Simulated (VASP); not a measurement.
Data:

```
Al3Sc
1.0
    4.15262     0.00000     0.00000
    0.00000     4.15262     0.00000
    0.00000     0.00000     4.15262
Sc Al
1 3
Direct
  0.00000   0.00000   0.00000
  0.00000   0.50000   0.50000
  0.50000   0.00000   0.50000
  0.50000   0.50000   0.00000
```

The numbers are results of PBEsol GGA, VASP's PBE PAW potentials (set 64) (plane waves; VASP), not measurements. Run with 520 eV cut-off, 8×8×8 Γ-centred mesh, first-order Methfessel-Paxton smearing of 0.10 eV, potentials Sc_sv Al.

Q: Give the stress tensor in GPa (positive for a compressed cell).

A: 
```
-4.65   0.00   0.00
 0.00  -4.65   0.00
 0.00   0.00  -4.65
```
The pressure is its mean diagonal, -4.65 GPa.

The compound is Al3Sc in the L1_2 structure. This cell is one point of a volume scan, at 1.06 of the reference volume.
